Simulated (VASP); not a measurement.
Data:

```
CELL_PARAMETERS angstrom
      0.00000     2.99090     2.99090
      2.99090     0.00000     2.99090
     11.98755    11.98755    -0.02396
ATOMIC_POSITIONS crystal
  In 0.00937 0.00937 0.99297
  In 0.00054 0.00054 0.24960
  In 0.99192 0.99192 0.50606
  As 0.25322 0.25322 0.06009
  As 0.24474 0.24474 0.31644
  As 0.23644 0.23644 0.57267
  As 0.26348 0.26348 0.80239
  Ga 0.00029 0.00029 0.74978
```

Computed with PBEsol GGA, VASP's PBE PAW potentials (set 64) (plane waves; VASP). Numerical set-up: 400 eV cut-off, 10×10×3 Γ-centred mesh, tetrahedra with Blöchl corrections, potentials In_d As Ga_d.

Unless said otherwise, spin-orbit coupling is left out, though it shifts the bands of the heavy elements here.

Question: Estimate the energy per atom (σ→0), band gap (on the k-mesh) with the smallest direct gap where there is one.

Answer: 
| Item | Result |
|---|---|
| band gap (on the k-mesh) | none (metal, semimetal or under 0.01 eV) |
| energy per atom (σ→0) | -4.299 eV/atom |

The structure was generated: GaIn3As4 was put into an ordered model structure (R3m), which need not be its known phase. It was relaxed first.
